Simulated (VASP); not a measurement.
Crystal: ZnB.

```xyz
2
Lattice="2.8074 0.0000 0.0000 0.0000 2.8074 0.0000 0.0000 0.0000 2.8074" Properties=species:S:1:pos:R:3 pbc="T T T"
Zn    0.0000    0.0000    0.0000
B     1.4037    1.4037    1.4037
```

The cell was built by a generator and needn't be a form met in nature.

Base run:

* Program: VASP 6.6.1
* Functional: revPBE
* Potentials or basis: VASP PAW PBE potentials, release 64 (Zn, B)
* Cutoff: 520 eV
* k mesh: 9 × 9 × 9
* Occupations: fermi-dirac, width 0.05 eV
* Spin: no spin polarisation

Its results: pressure 3.0 GPa.

Problem. The run is repeated on the same cell with these changes: functional from revPBE to BLYP. What comes out?

Solution. Pressure 8.5 GPa.

Caveats: the PAW data sets were made with another functional, which shifts forces and pressure a little.

Not every run made on this cell is shown here.
